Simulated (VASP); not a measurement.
VASP ran on this input.

File KPOINTS:
```
kpoints
0
gamma
  12 12 6
```

### INCAR
```
ALGO=Normal
EDIFF=1E-7
EDIFFG=-0.01
ENCUT=480
GGA=PS
IBRION=2
ISIF=3
ISMEAR=1
LASPH=T
LCHARG=F
LMAXMIX=4
LREAL=F
LWAVE=F
NELM=100
NSW=40
PREC=Accurate
PSTRESS=10
SIGMA=0.1
SYSTEM=Tl
```

POSCAR:
```
Tl
1
    1.7237658481    -2.9856501367    -0.0000000000
    1.7237658481     2.9856501367     0.0000000000
   -0.0000000000     0.0000000000     5.4323782632
Tl
2
Direct
  0.3333330000   0.6666670000   0.2500000000
  0.6666670000   0.3333330000   0.7500000000
```

POTCAR, in this order: Tl_d (PBE.64 set). Program: vasp_std.

Task: Write an equivalent input for Quantum ESPRESSO's pw.x.

Result: One equivalent input (not run):
```
&CONTROL
  calculation = 'vc-relax'
  pseudo_dir = './pseudo'
  outdir = './out'
  tprnfor = .true.
  tstress = .true.
  nstep = 40
  forc_conv_thr = 0.00039
/
&SYSTEM
  ibrav = 0
  nat = 2
  ntyp = 1
  ecutwfc = 62
  occupations = 'smearing'
  smearing = 'methfessel-paxton'
  degauss = 0.00735
  input_dft = 'pbesol'
/
&ELECTRONS
  conv_thr = 7.3e-09
  electron_maxstep = 100
/
&IONS
/
&CELL
  press = 10
/
ATOMIC_SPECIES
  Tl 204.380 Tl.upf
CELL_PARAMETERS angstrom
     1.7237658   -2.9856501   -0.0000000
     1.7237658    2.9856501    0.0000000
    -0.0000000    0.0000000    5.4323783
ATOMIC_POSITIONS crystal
  Tl   0.3333330  0.6666670  0.2500000
  Tl   0.6666670  0.3333330  0.7500000
K_POINTS automatic
  12 12 6 0 0 0
```
Limits of the translation: the potentials are each code's own (VASP's PAW set, PseudoDojo norm-conserving files in pw.x), so ENCUT and ecutwfc are chosen apart and not converted; conv_thr bounds pw.x's estimated SCF error, while EDIFF bounds the energy change between steps; forc_conv_thr acts on force components and is met together with etot_conv_thr.

The compound is Tl in the hcp structure. It was relaxed first under an external pressure of 1 GPa.
